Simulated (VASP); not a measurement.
## VASP 6.6.1, PBE single-point calculation, KSnCl₃ (strained cubic perovskite)

INCAR

```
LWAVE = .FALSE.
EDIFF = 1E-7
LCHARG = .FALSE.
LASPH = .TRUE.
PREC = Accurate
GGA = PE
ISMEAR = -1
NBANDS = 30
NELM = 120
LREAL = .FALSE.
NSW = 0
ISIF = 2
SIGMA = 0.02
IBRION = -1
ENCUT = 520
```

KPOINTS

```
KPOINTS created by Atomic Simulation Environment
0
Gamma
6 6 6
0 0 0
```

KPOINTS_OPT

```
special points
4
Reciprocal
0.0000000000 0.0000000000 0.0000000000 1
0.0000000000 0.5000000000 0.0000000000 1
0.5000000000 0.5000000000 0.0000000000 1
0.5000000000 0.5000000000 0.5000000000 1
```

POSCAR

```
K  Sn Cl
 1.0000000000000000
     5.5399858720999999    0.1107997174000000    0.0000000000000000
     0.1107997174000000    5.5399858720999999    0.0000000000000000
     0.0000000000000000    0.0000000000000000    5.5399858720999999
 K   Sn  Cl
   1   1   3
Cartesian
  0.0000000000000000  0.0000000000000000  0.0000000000000000
  2.8253927947499999  2.8253927947499999  2.7699929360499995
  2.8253927947499999  2.8253927947499999  0.0000000000000000
  2.7699929360499995  0.0553998587000000  2.7699929360499995
  0.0553998587000000  2.7699929360499995  2.7699929360499995
```

VASP ran with the recommended PBE PAW datasets (44 valence electrons in the cell).

Command

```
mpirun -np 1 vasp_std
```

OSZICAR

```
N       E                     dE             d eps       ncg     rms          rms(c)
DAV:   1     0.411439083780E+03    0.41144E+03   -0.19764E+04  3146   0.147E+03
DAV:   2     0.352168504507E+02   -0.37622E+03   -0.35915E+03  3590   0.375E+02
DAV:   3    -0.156218361109E+02   -0.50839E+02   -0.49868E+02  3796   0.135E+02
DAV:   4    -0.178844851419E+02   -0.22626E+01   -0.22514E+01  4650   0.307E+01
DAV:   5    -0.179658711672E+02   -0.81386E-01   -0.81322E-01  4636   0.475E+00    0.650E+00
DAV:   6    -0.172146413379E+02    0.75123E+00   -0.13952E+00  4722   0.636E+00    0.394E+00
DAV:   7    -0.171678727857E+02    0.46769E-01   -0.37263E-01  4256   0.261E+00    0.197E+00
DAV:   8    -0.171719006694E+02   -0.40279E-02   -0.47240E-02  4220   0.159E+00    0.254E-01
DAV:   9    -0.171710587184E+02    0.84195E-03   -0.70868E-03  4874   0.522E-01    0.124E-01
DAV:  10    -0.171712835722E+02   -0.22485E-03   -0.16046E-03  3786   0.234E-01    0.257E-02
DAV:  11    -0.171712925413E+02   -0.89692E-05   -0.20470E-04  4882   0.828E-02    0.165E-02
DAV:  12    -0.171712948089E+02   -0.22676E-05   -0.14303E-05  4254   0.318E-02    0.540E-03
DAV:  13    -0.171712951382E+02   -0.32934E-06   -0.10943E-06  4186   0.710E-03    0.318E-03
DAV:  14    -0.171712953137E+02   -0.17544E-06   -0.64877E-07  3740   0.676E-03    0.649E-04
DAV:  15    -0.171712953453E+02   -0.31638E-07   -0.24287E-08  2628   0.973E-04
   1 F= -.17171295E+02 E0= -.17171295E+02  d E =-.101414E-09
       N       E                     dE             ncg
DAV:   1     0.529127921358E+04   -0.31988E+04      240
DAV:   2     0.379239495908E+04   -0.14989E+04      288
DAV:   3     0.360108781571E+04   -0.19131E+03      306
DAV:   4     0.359234191686E+04   -0.87459E+01      344
DAV:   5     0.359194166007E+04   -0.40026E+00      400
DAV:   6     0.359193509338E+04   -0.65667E-02      344
DAV:   7     0.359193459922E+04   -0.49415E-03      384
DAV:   8     0.359193459379E+04   -0.54360E-05      336
DAV:   9     0.359193459350E+04   -0.28984E-06      336
DAV:  10     0.359193459349E+04   -0.96411E-08      224
```

From OUTCAR

```
k-points           NKPTS =     52   k-points in BZ     NKDIM =     52   number of bands    NBANDS=     30

   NELECT =      44.0000    total number of electrons

   dimension x,y,z NGX =    42 NGY =   42 NGZ =   42
   dimension x,y,z NGXF=    84 NGYF=   84 NGZF=   84

  energy-cutoff  :      520.00
  volume of cell :      169.96
      direct lattice vectors                 reciprocal lattice vectors
     5.539985872  0.110799717  0.000000000     0.180578107 -0.003611562  0.000000000
     0.110799717  5.539985872  0.000000000    -0.003611562  0.180578107  0.000000000
     0.000000000  0.000000000  5.539985872     0.000000000  0.000000000  0.180505875

 k-points in reciprocal lattice and weights: KPOINTS created by Atomic Simulation Env
   0.00000000  0.00000000  0.00000000       0.005
   0.16666667  0.00000000  0.00000000       0.019
   0.33333333 -0.00000000  0.00000000       0.019
   0.50000000 -0.00000000  0.00000000       0.009
   0.16666667  0.16666667  0.00000000       0.009
   0.33333333  0.16666667  0.00000000       0.019
   0.50000000  0.16666667  0.00000000       0.019
  -0.33333333  0.16666667  0.00000000       0.019
   ...

 E-fermi :   2.7701

 k-point     1 :       0.0000    0.0000    0.0000
  band No.  band energies     occupation
      1     -29.3012      2.00000
      2     -19.8000      2.00000
      3     -19.7994      2.00000
      4     -19.7643      2.00000
      5     -19.7611      2.00000
      6     -19.7583      2.00000
      7     -13.8015      2.00000
      8     -13.1811      2.00000
      9     -13.1739      2.00000
     10     -12.7503      2.00000
     11     -12.7498      2.00000
     12     -12.7485      2.00000
     13      -3.5931      2.00000
     14      -3.4744      2.00000
     15      -3.4359      2.00000
     16      -3.3881      2.00000
     17      -1.3296      2.00000
     18      -1.2593      2.00000
     19      -1.2501      2.00000
     20      -1.2184      2.00000
     21      -1.2145      2.00000
     22      -1.1268      2.00000
     23       4.0945      0.00000
     24       6.3401      0.00000
     25       6.3604      0.00000
     26       6.9253      0.00000
     27       7.0103      0.00000
     28       7.0478      0.00000
     29       7.3124      0.00000
     30       7.4739      0.00000

 k-point     2 :       0.1667    0.0000    0.0000
  band No.  band energies     occupation
      1     -29.3012      2.00000
      2     -19.7998      2.00000
      3     -19.7967      2.00000
      4     -19.7644      2.00000
      5     -19.7611      2.00000
      6     -19.7583      2.00000
      7     -13.7721      2.00000
      8     -13.2214      2.00000
      9     -13.1786      2.00000
     10     -12.7496      2.00000
     11     -12.7495      2.00000
     12     -12.7434      2.00000
     13      -4.3675      2.00000
     14      -3.4068      2.00000
     15      -3.4022      2.00000
     16      -2.5106      2.00000
     17      -1.3471      2.00000
     18      -1.2903      2.00000
     19      -1.2645      2.00000
     20      -1.2287      2.00000
     21      -1.2135      2.00000
     22      -1.0942      2.00000
     23       4.3320      0.00000
     24       6.3650      0.00000
     25       6.5326      0.00000
     26       6.7175      0.00000
     27       6.9098      0.00000
     28       6.9724      0.00000
     29       7.1092      0.00000
     30       7.6032      0.00000

 k-point     3 :       0.3333   -0.0000    0.0000
  band No.  band energies     occupation
      1     -29.3012      2.00000
      2     -19.7998      2.00000
      3     -19.7910      2.00000
      4     -19.7644      2.00000
      5     -19.7613      2.00000
      6     -19.7584      2.00000
      7     -13.6938      2.00000
      8     -13.3297      2.00000
      9     -13.1777      2.00000
     10     -12.7492      2.00000
     11     -12.7488      2.00000
     12     -12.7344      2.00000
     13      -4.8989      2.00000
     14      -3.3445      2.00000
     15      -3.3394      2.00000
     16      -1.9689      2.00000
     17      -1.4062      2.00000
     18      -1.3933      2.00000
     19      -1.3242      2.00000
     20      -1.2387      2.00000
     21      -1.2378      2.00000
     22      -0.4755      2.00000
     23       4.8622      0.00000
     24       5.2161      0.00000
     25       6.4937      0.00000
     26       6.8022      0.00000
     27       6.8233      0.00000
     28       7.0396      0.00000
     29       7.4056      0.00000
     30       7.9414      0.00000

 k-point     4 :       0.5000   -0.0000    0.0000
  band No.  band energies     occupation
      1     -29.3011      2.00000
      2     -19.7998      2.00000
      3     -19.7881      2.00000
      4     -19.7645      2.00000
      5     -19.7613      2.00000
      6     -19.7585      2.00000
      7     -13.6298      2.00000
      8     -13.4081      2.00000
      9     -13.1773      2.00000
     10     -12.7490      2.00000
     11     -12.7485      2.00000
     12     -12.7306      2.00000
     13      -5.0781      2.00000
     14      -3.3110      2.00000
     15      -3.3059      2.00000
     16      -1.9003      2.00000
     17      -1.4480      2.00000
     18      -1.4470      2.00000
     19      -1.3628      2.00000
     20      -1.2441      2.00000
     21      -1.2411      2.00000
     22       0.1245      2.00000
     23       4.2397      0.00000
     24       5.5912      0.00000
     25       6.1725      0.00000
     26       6.7782      0.00000
     27       6.7825      0.00000
     28       7.2827      0.00000
     29       7.7670      0.00000
     30       8.0815      0.00000

 k-point     5 :       0.1667    0.1667    0.0000
  band No.  band energies     occupation
      1     -29.3012      2.00000
      2     -19.7985      2.00000
      3     -19.7951      2.00000
      4     -19.7644      2.00000
      5     -19.7612      2.00000
      6     -19.7584      2.00000
      7     -13.7457      2.00000
      8     -13.2325      2.00000
      9     -13.2048      2.00000
     10     -12.7494      2.00000
     11     -12.7461      2.00000
     12     -12.7444      2.00000
     13      -4.7957      2.00000
     14      -3.3771      2.00000
     15      -3.0638      2.00000
     16      -2.2884      2.00000
     17      -1.4579      2.00000
     18      -1.2985      2.00000
     19      -1.2866      2.00000
     20      -1.2740      2.00000
     21      -1.0631      2.00000
     22      -1.0117      2.00000
     23       4.5344      0.00000
     24       6.2013      0.00000
     25       6.5436      0.00000
     26       6.6823      0.00000
     27       6.6987      0.00000
     28       6.8404      0.00000
     29       7.1850      0.00000
     30       7.5789      0.00000

 k-point     6 :       0.3333    0.1667    0.0000
  band No.  band energies     occupation
      1     -29.3011      2.00000
      2     -19.7980      2.00000
      3     -19.7899      2.00000
      4     -19.7645      2.00000
      5     -19.7613      2.00000
      6     -19.7585      2.00000
      7     -13.6705      2.00000
      8     -13.3276      2.00000
      9     -13.2096      2.00000
     10     -12.7490      2.00000
     11     -12.7464      2.00000
     12     -12.7371      2.00000
     13      -5.2442      2.00000
     14      -3.3131      2.00000
     15      -2.8741      2.00000
     16      -2.0117      2.00000
     17      -1.5355      2.00000
     18      -1.3943      2.00000
     19      -1.2963      2.00000
     20      -1.2906      2.00000
     21      -1.0755      2.00000
     22      -0.3284      2.00000
     23       4.8617      0.00000
     24       5.1987      0.00000
     25       6.1830      0.00000
     26       6.6906      0.00000
     27       6.7443      0.00000
     28       7.1057      0.00000
     29       7.4920      0.00000
     30       7.8401      0.00000

 k-point     7 :       0.5000    0.1667    0.0000
  band No.  band energies     occupation
      1     -29.3011      2.00000
      2     -19.7979      2.00000
      3     -19.7871      2.00000
      4     -19.7645      2.00000
      5     -19.7614      2.00000
      6     -19.7585      2.00000
      7     -13.6022      2.00000
      8     -13.4104      2.00000
      9     -13.2089      2.00000
     10     -12.7488      2.00000
     11     -12.7462      2.00000
     12     -12.7328      2.00000
     13      -5.3998      2.00000
     14      -3.2783      2.00000
     15      -2.8193      2.00000
     16      -1.9723      2.00000
     17      -1.5743      2.00000
     18      -1.4520      2.00000
     19      -1.2924      2.00000
     20      -1.2886      2.00000
     21      -1.1302      2.00000
     22       0.2753      2.00000
     23       4.1082      0.00000
     24       5.7286      0.00000
     25       6.0014      0.00000
     26       6.4888      0.00000
     27       6.6274      0.00000
     28       7.3828      0.00000
     29       7.8170      0.00000
     30       7.9721      0.00000

 ...

  Total        0.5745011      0.5745011      0.5848137     -0.1610386      0.0000000      0.0000000
  in kB        5.4156328      5.4156328      5.5128469     -1.5180583      0.0000000      0.0000000
  external PRESSURE =       5.4480375 kB  Pullay stress =       0.0000000 kB

 POSITION                                       TOTAL-FORCE (eV/Angst)
 -----------------------------------------------------------------------------------
      0.00000      0.00000      0.00000         0.000000      0.000000      0.000000
      2.82539      2.82539      2.76999        -0.000000      0.000000      0.000000
      2.82539      2.82539      0.00000        -0.000000      0.000000      0.000000
      2.76999      0.05540      2.76999         0.000000      0.000000      0.000000
      0.05540      2.76999      2.76999         0.000000      0.000000      0.000000
 -----------------------------------------------------------------------------------
    total drift:                                0.000000     -0.000000     -0.000000

  FREE ENERGIE OF THE ION-ELECTRON SYSTEM (eV)
  ---------------------------------------------------
  free  energy   TOTEN  =       -17.1712953453 eV

  energy  without entropy=      -17.1712953452  energy(sigma->0) =      -17.17129535
```

| Item | Value |
| --- | --- |
| gap between bands v and c | 0.73 eV |
| least direct gap | 0.73 eV |
| pressure | 0.5 GPa |

Band v is the last that the valence electrons fill when counted band by band, and c is the next.

The run took about 6.1 min on one core of a shared host (Intel Xeon Platinum 8488C) and held 0.51 GiB at most.
